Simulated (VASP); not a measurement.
VASP runs on HfMo2 (space group Fd-3m) share one base input (PBEsol GGA, plane waves, VASP's PBE PAW potentials (set 64)) and change the settings named in each case.

### INCAR
```
ENCUT = 300
ISIF = 2   ! forces and stress, cell fixed
PREC = Accurate
SYSTEM = HfMo2
LWAVE = F
ISMEAR = 0
LCHARG = F
SIGMA = 0.05   ! width (eV)
NELM = 100   ! most electronic steps
LASPH = T
LREAL = F   ! projection in real space or not
ALGO = Normal   ! blocked Davidson
EDIFF = 1E-6
GGA = PS   ! PBEsol
LMAXMIX = 6   ! l cut-off of mixed one-centre charges
```

File KPOINTS:
```
Automatic
0
G
  7 7 7
```

POSCAR:
```
HfMo2
1.0
  0.0000000000   3.7750000000   3.7750000000
  3.7750000000   0.0000000000   3.7750000000
  3.7750000000   3.7750000000   0.0000000000
Mo Hf
4 2
Cart
  4.7187500000   4.7187500000   4.7187500000
  4.7187500000   2.8312500000   2.8312500000
  2.8312500000   2.8312500000   4.7187500000
  2.8312500000   4.7187500000   2.8312500000
  0.0000000000   0.0000000000   0.0000000000
  1.8875000000   1.8875000000   1.8875000000
```

POTCAR, in this order: Mo_sv Hf_pv (PBE.64 set). Program: vasp_std.

```csv
change,E(σ→0) (eV/atom),pressure (GPa),−TS (eV)
base run,-11.5115,-4.77,-0.0060
"GGA removed, POTCAR Mo_sv Hf_pv (LDA.64 set)",-11.7870,-8.73,-0.0057
"GGA_COMPAT = .FALSE., LNONCOLLINEAR = .TRUE., LSORBIT = .TRUE., MAGMOM = 0.0 0.0 0.0 0.0 0.0 0.0 0.0 0.0 0.0 0.0 0.0 0.0 0.0 0.0 0.0 0.0 0.0 0.0, program vasp_ncl",-11.8043,-4.87,-0.0060
KPOINTS 1×1×1 Γ-centred mesh,-10.7107,-11.08,-0.1542
```
 Energies of different potentials or functionals have different zeros.  Unless said otherwise, spin-orbit coupling is left out, though it shifts the bands of the heavy elements here. At 300 eV the pressure can carry a Pulay error.

Left out are runs that ran out of time, are held back, or changed the cell or the kind of run, fixed moments of cells without a moment, rows past the twelfth, gaps on odd meshes, pressures of charged cells and columns that move by less than the noise.

The structure comes from a measured HfMo2 entry of the Crystallography Open Database, whose conditions weren't checked. The cell was not relaxed at this level.
